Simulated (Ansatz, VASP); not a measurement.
SnPtAu3: VASP beside Ansatz

```xyz
5
Lattice="5.0872 0.0000 0.0000 0.0000 5.0872 0.0000 0.0000 0.0000 5.0872" Properties=species:S:1:pos:R:3 pbc="T T T"
Sn    0.0000    0.0000    0.0000
Pt    2.5436    2.5436    2.5436
Au    2.5436    2.5436    0.0000
Au    0.0000    2.5436    2.5436
Au    2.5436    0.0000    2.5436
```

Change from the starting cell: species swapped into the Ce3InC type (Pm-3m, No. 221).

Alike in both runs: functional PBE; k mesh 4 × 4 × 4; occupations gaussian, width 0.1 eV; no spin polarisation.

Ansatz relaxed the structure, and its values are those at the end. VASP's run is a single point on that final structure, the one shown.

|  | VASP | Ansatz |
| --- | --- | --- |
| version | VASP 6.6.1 | Ansatz 0.2.0 |
| potentials or method | VASP PAW PBE potentials, release 64 (Sn_d, Pt, Au) | scalar-relativistic, plane waves, PAW |
| plane-wave cutoff (eV) | 520 | 420 |
| valence electrons in the cell | 57 | 89 |

Ansatz gave:

| Quantity | Value |
| --- | --- |
| gap on the k mesh at the Fermi level (eV) | none |
| pressure (GPa) | 0.0 |

Task: What did VASP give for the same quantities?

Result: gap on the k mesh at the Fermi level (eV): none; pressure (GPa): -0.2.

A gap of «none» marks a metal or a gap that the smearing closes. The two sets of potentials don't hold the same shells in valence.

The runs have no spin-orbit coupling, so splittings on Au, Pt are missing.
